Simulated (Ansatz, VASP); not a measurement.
# Y (linear Y chain) in two plane-wave programs, part 2 of 2

Wanted: the spread between two codes on one cell, functional and k mesh. The structure shown is the end of the Ansatz relaxation below.

VASP 6.6.1 and Ansatz 0.2.0.

So far: The structure; Ansatz: relaxation, PBEsol.

### 3. VASP: single point, PBEsol

Level of this step: PBEsol, zero-moment start; plane waves and PAW (Y_sv) (VASP).

The same cell, functional, mesh and smearing now go to VASP, with its own data sets.

Lines of VASP's logs that name or quote its potential files are left out, and so is its time.

File INCAR:

```
SYSTEM = Y
PREC = Accurate
ENCUT = 500
EDIFF = 1E-06
NELM = 200
ISMEAR = -1
SIGMA = 0.05
LREAL = .FALSE.
ALGO = Normal
GGA = PS
NBANDS = 12
ISPIN = 2
MAGMOM = 0
LASPH = .TRUE.
LMAXMIX = 4
LORBIT = 11
LWAVE = .FALSE.
LCHARG = .FALSE.
ISIF = 2
GGA_COMPAT = .FALSE.
KPAR = 2
```

File POSCAR:

```
Y
1.0
   12.0000000000      0.0000000000      0.0000000000
    0.0000000000     12.0000000000      0.0000000000
    0.0000000000      0.0000000000      2.9230139851
Y
1
Direct
    0.5000000000      0.5000000000      0.0000000000
```

File KPOINTS:

```
Automatic mesh
0
Gamma
1 1 23
0 0 0
```

The projector-augmented-wave data sets are Y_sv (PBE family, release 64).

Launch:

```bash
> mpirun -np 2 vasp_std
```

Numbers of over 12 decimals in the logs are rounded to 6 here.

What it wrote:

```text
[banner, memory and clock lines left out]
running    2 mpi-ranks, on    1 nodes
 distrk:  each k-point on    1 cores,    2 groups
 distr:  one band on    1 cores,    1 groups

 POSCAR found type information on POSCAR Y
 POSCAR found :  1 types and       1 ions
|                                                                             |
|               ----> ADVICE to this user running VASP <----                  |
|                                                                             |
|     You enforced a specific xc type in the INCAR file but a different       |
|     [... a line on the potential file left out ...]
|     I HOPE YOU KNOW WHAT YOU ARE DOING!                                     |
|                                                                             |

 LDA part: xc-table for (Slater+PW92), standard interpolation
 POSCAR, INCAR and KPOINTS ok, starting setup
 FFT: planning ... GRIDC
 FFT: planning ... GRID_SOFT
 FFT: planning ... GRID
 WAVECAR not read
 entering main loop
       N       E                     dE             d eps       ncg     rms          rms(c)
DAV:   1     0.151728030882E+02    0.15173E+02   -0.48500E+03   872   0.540E+02
DAV:   2    -0.118752509068E+01   -0.16360E+02   -0.15412E+02  1004   0.816E+01
DAV:   3    -0.379362924882E+01   -0.26061E+01   -0.22406E+01   796   0.204E+01
DAV:   4    -0.402874624413E+01   -0.23512E+00   -0.23371E+00   808   0.555E+00
DAV:   5    -0.403640405435E+01   -0.76578E-02   -0.76522E-02   828   0.943E-01    0.106E+01
DAV:   6    -0.374783756306E+01    0.28857E+00   -0.35528E-01   684   0.319E+00    0.532E+00
DAV:   7    -0.365778360593E+01    0.90054E-01   -0.30550E-01   772   0.323E+00    0.111E+00
DAV:   8    -0.365814161779E+01   -0.35801E-03   -0.63126E-03   776   0.577E-01    0.715E-01
DAV:   9    -0.365769241680E+01    0.44920E-03   -0.47153E-03   692   0.482E-01    0.192E-01
DAV:  10    -0.365743335495E+01    0.25906E-03   -0.34981E-04   772   0.118E-01    0.817E-02
DAV:  11    -0.365723516729E+01    0.19819E-03   -0.17423E-04   788   0.537E-02    0.405E-02
DAV:  12    -0.365723951586E+01   -0.43486E-05   -0.43832E-04   792   0.738E-02    0.563E-02
DAV:  13    -0.365819434745E+01   -0.95483E-03   -0.51712E-04   780   0.902E-02    0.442E-02
DAV:  14    -0.365842935890E+01   -0.23501E-03   -0.33646E-05   616   0.308E-02    0.243E-02
DAV:  15    -0.365890806506E+01   -0.47871E-03   -0.15379E-04   584   0.542E-02    0.229E-02
DAV:  16    -0.365898097167E+01   -0.72907E-04   -0.37481E-05   776   0.253E-02    0.909E-03
DAV:  17    -0.365908628923E+01   -0.10532E-03   -0.15401E-05   812   0.126E-02    0.380E-03
DAV:  18    -0.365914133274E+01   -0.55044E-04   -0.45880E-06   800   0.650E-03    0.288E-03
DAV:  19    -0.365916325062E+01   -0.21918E-04   -0.12882E-06   792   0.368E-03    0.251E-03
DAV:  20    -0.365917126232E+01   -0.80117E-05   -0.11547E-06   740   0.355E-03    0.166E-03
DAV:  21    -0.365917187395E+01   -0.61163E-06   -0.48505E-08   484   0.113E-03
   1 F= -.36591719E+01 E0= -.36478457E+01  d E =-.226523E-01  mag=    -0.0000
```

From OUTCAR (step 3):

```text
ion  position               nearest neighbor table
   1  0.500  0.500  0.000-

  LATTYP: Found a simple tetragonal cell.
 ALAT       =    12.0000000000
 C/A-ratio  =     0.2435844988

 Subroutine GETGRP returns: Found 16 space group operations
 (whereof 16 operations were pure point group operations)

The static configuration has the point symmetry D_4h.

 Found     12 irreducible k-points:

   k-points           NKPTS =     12   k-points in BZ     NKDIM =     12   number of bands    NBANDS=     12

   dimension x,y,z NGX =    90 NGY =   90 NGZ =   24
   dimension x,y,z NGXF=   180 NGYF=  180 NGZF=   48

   ENCUT  =  500.0 eV  36.75 Ry    6.06 a.u.  21.88 21.88  5.33*2*pi/ulx,y,z

   NELECT =      11.0000    total number of electrons

 k-points in reciprocal lattice and weights: Automatic mesh
   0.00000000  0.00000000  0.00000000       0.043
   0.00000000  0.00000000  0.04347826       0.087
   0.00000000  0.00000000  0.08695652       0.087
   0.00000000  0.00000000  0.13043478       0.087
   0.00000000  0.00000000  0.17391304       0.087
   0.00000000  0.00000000  0.21739130       0.087
   0.00000000  0.00000000  0.26086957       0.087
   0.00000000  0.00000000  0.30434783       0.087
   0.00000000  0.00000000  0.34782609       0.087
   0.00000000  0.00000000  0.39130435       0.087
   0.00000000  0.00000000  0.43478261       0.087
   0.00000000  0.00000000  0.47826087       0.087

 average (electrostatic) potential at core
       1 -43.5999

 E-fermi :  -2.4058

 spin component 1
 k-point     1 :       0.0000    0.0000    0.0000
  band No.  band energies     occupation
    ...
      2     -25.9636      1.00000
      3     -25.9636      1.00000
      4     -24.6896      1.00000
      5      -4.7792      1.00000
      6      -2.6314      0.98915
      7      -1.8368      0.00001
      8      -1.8304      0.00001
      9      -1.5859      0.00000
     10      -1.5859      0.00000
     11       0.1883      0.00000
    ...

 k-point     2 :       0.0000    0.0000    0.0435
  band No.  band energies     occupation
    ...
      2     -25.9599      1.00000
      3     -25.9599      1.00000
      4     -24.7233      1.00000
      5      -4.7082      1.00000
      6      -2.5744      0.96685
      7      -1.8132      0.00001
      8      -1.8070      0.00001
      9      -1.5821      0.00000
     10      -1.5821      0.00000
     11       0.2207      0.00000
    ...

 k-point     3 :       0.0000    0.0000    0.0870
  band No.  band energies     occupation
      1     -45.7913      1.00000
      2     -25.9489      1.00000
      3     -25.9489      1.00000
      4     -24.8207      1.00000
      5      -4.5042      1.00000
      6      -2.3999      0.47047
      7      -1.7431      0.00000
      8      -1.7372      0.00000
      9      -1.5778      0.00000
     10      -1.5778      0.00000
    ...

 k-point     4 :       0.0000    0.0000    0.1304
  band No.  band energies     occupation
      1     -45.7738      1.00000
      2     -25.9314      1.00000
      3     -25.9314      1.00000
      4     -24.9722      1.00000
      5      -4.1922      1.00000
      6      -2.0986      0.00214
      7      -1.6284      0.00000
      8      -1.6229      0.00000
      9      -1.5945      0.00000
     10      -1.5945      0.00000
    ...

 k-point     5 :       0.0000    0.0000    0.1739
  band No.  band energies     occupation
      1     -45.7511      1.00000
      2     -25.9086      1.00000
      3     -25.9086      1.00000
      4     -25.1633      1.00000
      5      -3.8063      1.00000
      6      -1.6655      0.00000
      7      -1.6655      0.00000
      8      -1.6627      0.00000
      9      -1.4726      0.00000
     10      -1.4678      0.00000
    ...

 k-point     6 :       0.0000    0.0000    0.2174
  band No.  band energies     occupation
      1     -45.7246      1.00000
      2     -25.8822      1.00000
      3     -25.8822      1.00000
      4     -25.3773      1.00000
      5      -3.3781      1.00000
      6      -1.8168      0.00001
      7      -1.8168      0.00001
      8      -1.2812      0.00000
      9      -1.2772      0.00000
     10      -1.0999      0.00000
    ...

  Total       -0.0127697     -0.0127697      0.0082345     -0.0000000      0.0000000      0.0000000
  in kB       -0.0486067     -0.0486067      0.0313438     -0.0000000      0.0000000      0.0000000
  external PRESSURE =      -0.0219565 kB  Pullay stress =       0.0000000 kB

  energy-cutoff  :      500.00
  volume of cell :      420.91
      direct lattice vectors                 reciprocal lattice vectors
    12.000000000  0.000000000  0.000000000     0.083333333  0.000000000  0.000000000
     0.000000000 12.000000000  0.000000000     0.000000000  0.083333333  0.000000000
     0.000000000  0.000000000  2.923013985     0.000000000  0.000000000  0.342112629

 POSITION                                       TOTAL-FORCE (eV/Angst)
 -----------------------------------------------------------------------------------
      6.00000      6.00000      0.00000         0.000000      0.000000      0.000000
 -----------------------------------------------------------------------------------
    total drift:                                0.000000     -0.000000     -0.000000

  FREE ENERGIE OF THE ION-ELECTRON SYSTEM (eV)
  ---------------------------------------------------
  free  energy   TOTEN  =        -3.6591718740 eV

  energy  without entropy=       -3.6365195556  energy(sigma->0) =       -3.64784571

 total charge
# of ion       s       p       d       f       tot
--------------------------------------------------
    1        2.324   5.989   1.139   0.006   9.458

 magnetization (x)
# of ion       s       p       d       f       tot
--------------------------------------------------
    1        0.000  -0.000  -0.000  -0.000  -0.000

[... 5 further parts left out ...]
```

This run allows spin, but its moments start at zero, where symmetry between the spins tends to hold them. Its electron count is odd, so without a moment it is a metal by construction.

### 4. Differences

Known differences besides the potentials themselves: the cutoff is 420 eV in Ansatz and 500 eV in VASP; Ansatz makes its cores anew for this functional, VASP keeps those of its PBE data sets; Ansatz's pressure holds a Pulay correction, VASP's none. Total energies have different zeros and are not compared.

Compared:

```
      quantity  Ansatz  VASP  difference
pressure (GPa)    0.00  0.00        0.00
```

### 5. Ansatz: relaxation, LDA

This run makes the geometry at which the two programs are then compared. The cell compared in this pair holds 404.73 Å³, against 420.91 Å³ for the pair before.

The structure compared here is the end of the Ansatz relaxation.

File input.yaml:

```yaml
crystal:
  lattice:
    - [12.0, 0.0, 0.0]
    - [0.0, 12.0, 0.0]
    - [0.0, 0.0, 3.534]
  atoms:
    - { symbol: "Y", position: [0.5, 0.5, 0.0], spin: 1.0 }
magnetization:
  spin_polarized: true
kpoints:
  mp_grid: { grid: [1, 1, 23] }
scf:
  occupations: { method: fermi_dirac, width: 0.05 }
hamiltonian:
  xc: lda
relax:
  cell: { fix: [a, b, alpha, beta, gamma] }
  max_steps: 60
```

Launch:

```bash
> ansatz run input.yaml --threads 8 --pin off --max-ram 16384MiB --backend cpu --events-out ev --progress --plain --runs-dir out
```

What it wrote:

```text
[...]
Crystal: 1 atoms, lattice volume = 508.896 Å³
Basis set: ecut = 420 eV, 9891 PW (Γ)
Bands: 10, of which v1, the nominal top of the filled ones, is band 6 counted from 1 (5 counted from 0)
Symmetry: 16 space group operations
[...]
k-points: 12 of 23
[...]
Starting moments: Σ|m| = 1 μB on 1 of 1 site
[...]
-0.004303       0.000000       0.000000
        0.000000      -0.004303       0.000000
        0.000000       0.000000       0.025624
  P = ⅓ Tr σ = 0.0057 GPa (0.057 kbar)
--- Relaxed structure (7 steps of the walk, 7 accepted, 1 SCFs on fresh bases) ---
[...]
cell:  # Å, volume = 404.7319 Å³
    - [12.0, 0.0, 0.0]
    - [0.0, 12.0, 0.0]
    - [0.0, 0.0, 2.810638]
  atoms:
    - { symbol: Y, position: [0.5, 0.5, 0.0] }
[key lines of the parts left out:]
SCF converged after 6 iterations
Magnetization: 0.0000 μB (5.5000 up, 5.5000 down)
Free energy (F): -3742.339871 eV
Fermi energy:    -2.002091 eV
```

### 6. VASP: single point, LDA

The same cell, functional (in two slightly different forms), mesh and smearing now go to VASP, with its own data sets.

INCAR, as its differences from that of step 3:

```diff
@@ -9,3 +9,3 @@
 ALGO = Normal
-GGA = PS
+GGA = PW92
 NBANDS = 12
```

POSCAR, as its differences from that of step 3:

```diff
@@ -4,3 +4,3 @@
     0.0000000000     12.0000000000      0.0000000000
-    0.0000000000      0.0000000000      2.9230139851
+    0.0000000000      0.0000000000      2.8106384074
 Y
```

KPOINTS is that of step 3.

Potentials, in the order of the species: Y_sv (LDA family, release 64).

Launch:

```bash
> mpirun -np 2 vasp_std
```

What it wrote:

```text
[banner, memory and clock lines left out]
running    2 mpi-ranks, on    1 nodes
[...]
[... a notice as in an earlier step ...]

 LDA part: xc-table for (Slater(with rela. corr.)+PW92), standard interpolation
 POSCAR, INCAR and KPOINTS ok, starting setup
[...]
entering main loop
       N       E                     dE             d eps       ncg     rms          rms(c)
DAV:   1     0.162842190014E+02    0.16284E+02   -0.48004E+03   888   0.536E+02
DAV:   2    -0.908251240230E+00   -0.17192E+02   -0.15392E+02   996   0.818E+01
DAV:   3    -0.389770562619E+01   -0.29895E+01   -0.26919E+01   896   0.213E+01
DAV:   4    -0.418295123961E+01   -0.28525E+00   -0.27732E+00   768   0.593E+00
[...]
DAV:  19    -0.372684938294E+01   -0.22810E-04   -0.28971E-06   724   0.224E-03    0.140E-03
DAV:  20    -0.372685669462E+01   -0.73117E-05   -0.12296E-06   672   0.138E-03    0.596E-04
DAV:  21    -0.372685734663E+01   -0.65201E-06   -0.44771E-08   464   0.553E-04
   1 F= -.37268573E+01 E0= -.37187932E+01  d E =-.161283E-01  mag=    -0.0000
```

Parts of OUTCAR (step 6):

```text
  Total       -0.0133600     -0.0133600      0.0414398      0.0000000     -0.0000000     -0.0000000
  in kB       -0.0528871     -0.0528871      0.1640442      0.0000000     -0.0000000     -0.0000000
  external PRESSURE =       0.0194233 kB  Pullay stress =       0.0000000 kB

  FREE ENERGIE OF THE ION-ELECTRON SYSTEM (eV)
  ---------------------------------------------------
  free  energy   TOTEN  =        -3.7268573466 eV

  energy  without entropy=       -3.7107289997  energy(sigma->0) =       -3.71879317

 magnetization (x)
# of ion       s       p       d       f       tot
--------------------------------------------------
    1       -0.000   0.000   0.000   0.000  -0.000

[... 2 parts as in an earlier step ...]

[... 2 further parts left out ...]
[key lines of the parts left out:]
E-fermi :  -2.5127
```

### 7. Comparison

What differs besides the data sets and the points named for the pairs above, as far as they apply: VASP's log shows a relativistic correction to its local exchange, Ansatz's none. Total energies have different zeros and are not compared.

The two programs side by side:

| quantity | Ansatz | VASP | difference |
| --- | --- | --- | --- |
| pressure (GPa) | 0.01 | 0.00 | 0.00 |

### 8. What came out

```json
{"difference in pressure (single point, PBEsol)": "-0.0022 GPa", "difference in pressure (single point, LDA)": "0.0037 GPa"}
```

The difference in pressure is 0.0037 GPa (single point, LDA), within the 1 GPa picked in this series as the mark of a large difference. How closely two codes agree says nothing of how well the functional describes the real material.

[Lines on the potential files, build, host, timing and source positions are cut from VASP's logs without a mark.]

[Logs are printed without paths, hosts, clocks, repeated set-up lines and the standing remarks that a program may print on its own settings, such as how far it seeks lower states.]

[Hosts, paths, dates, database ids (printed as entryN), source tags and the programs' standing remarks are cut or masked in the printed files.]
